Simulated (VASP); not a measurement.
Input:

```
Li2O
1.0
    1.81200     1.04616     2.65667
   -1.81200     1.04616     2.65667
    0.00000    -2.09232     2.65667
O Li
1 2
Direct
  0.00000   0.00000   0.00000
  0.25000   0.25000   0.25000
  0.75000   0.75000   0.75000
```

Method: LDA (Ceperley-Alder, Perdew-Zunger), VASP's LDA PAW potentials (set 64) (plane waves; VASP). Run with 400 eV cut-off, 11×11×11 Γ-centred mesh, Gaussian smearing of 0.050 eV, potentials O Li_sv.

At this cut-off the stress carries a Pulay error, which pulls relaxed volumes low.

### Question
Estimate the energy per atom (σ→0), pressure, largest force, band gap (on the k-mesh) with the smallest direct gap where there is one.

### Answer

```yaml
band gap (on the k-mesh): 3.85 eV
smallest direct gap (on the k-mesh): 3.85 eV
energy per atom (σ→0): -5.112 eV/atom
pressure: -21.43 GPa
largest_force: 0.115 eV/Å
```

Total energies compare only between runs with the same potentials, cut-off and functional.

The structure comes from a measured Li2O entry of the Crystallography Open Database, whose conditions weren't checked. The cell was not relaxed at this level.
